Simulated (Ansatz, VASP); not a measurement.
**One calculation of BH2F3, two programs**

```
CELL_PARAMETERS angstrom
7.98957 0.00000 0.00000
0.00000 7.98957 0.00000
0.00000 0.00000 7.98957
ATOMIC_POSITIONS crystal
B 0.68947 0.53026 0.09457
B 0.43040 0.03207 0.01428
B 0.90165 0.31644 0.46904
B 0.60780 0.66206 0.65928
B 0.25570 0.90896 0.49427
F 0.57229 0.64519 0.11428
F 0.82322 0.53016 0.19337
F 0.67372 0.41374 0.97815
F 0.58385 0.02563 0.95186
F 0.39479 0.14064 0.13475
F 0.31272 0.93176 0.95550
F 0.95641 0.43870 0.56633
F 0.00766 0.23306 0.37264
F 0.74111 0.27438 0.47250
F 0.73036 0.71861 0.75536
F 0.46012 0.62544 0.72471
F 0.63296 0.64011 0.49703
F 0.40563 0.94705 0.55541
F 0.12033 0.93674 0.58495
F 0.24385 0.84236 0.34314
H 0.96233 0.10096 0.05027
H 0.95799 0.02813 0.99118
H 0.42036 0.24465 0.70792
H 0.34435 0.30043 0.71000
H 0.73288 0.98448 0.28701
H 0.69523 0.90287 0.31413
H 0.36873 0.45147 0.37899
H 0.28171 0.42654 0.35308
H 0.08523 0.47521 0.93587
H 0.10808 0.38508 0.92058
```

Alike in both runs: functional PBE; dispersion D3(BJ); k mesh 1 × 1 × 1; occupations fermi-dirac, width 0.05 eV; no spin polarisation.

Ansatz relaxed the structure, and its values are those at the end. VASP's run is a single point on that final structure, the one shown.

|  | VASP | Ansatz |
| --- | --- | --- |
| version | VASP 6.6.1 | Ansatz 0.2.0 |
| potentials or method | VASP PAW PBE potentials, release 64 (B, F, H) | scalar-relativistic, plane waves, PAW |
| plane-wave cutoff (eV) | 520 | 420 |
| valence electrons in the cell | 130 | 130 |

|  | VASP | Ansatz | Ansatz less VASP |
| --- | --- | --- | --- |
| gap on the k mesh at the Fermi level (eV) | 8.47 | 8.50 | +0.030 |
| rms of the force components (eV/Å) | 0.104 | 0.030 | -0.0738 |
| dispersion energy (meV/atom) | -27.7 | -27.7 | 0.00 |

Ansatz warned: «xc_potential_rough_in_thin_density».
